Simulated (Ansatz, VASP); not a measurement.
Zn3C: VASP beside Ansatz

```
Zn C
1.0
    -2.44110    2.44110    2.44110
     2.44110   -2.44110    2.44110
     2.44110    2.44110   -2.44110
Zn C
3 1
Direct
  0.00000 0.50000 0.50000
  0.50000 0.00000 0.50000
  0.50000 0.50000 0.00000
  0.00000 0.00000 0.00000
```

Alike in both runs: functional PBE; k mesh 6 × 6 × 6; occupations gaussian, width 0.1 eV; no spin polarisation.

Ansatz relaxed the structure, and its values are those at the end. VASP's run is a single point on that final structure, the one shown.

|  | VASP | Ansatz |
| --- | --- | --- |
| version | VASP 6.6.1 | Ansatz 0.2.0 |
| potentials or method | VASP PAW PBE potentials, release 64 (Zn, C) | scalar-relativistic, plane waves, PAW |
| plane-wave cutoff (eV) | 520 | 420 |
| valence electrons in the cell | 40 | 40 |

|  | VASP | Ansatz | Ansatz less VASP |
| --- | --- | --- | --- |
| gap on the k mesh at the Fermi level (eV) | none | none | - |
| pressure (GPa) | 0.4 | 0.1 | -0.36 |

A gap of «none» marks a metal or a gap that the smearing closes.
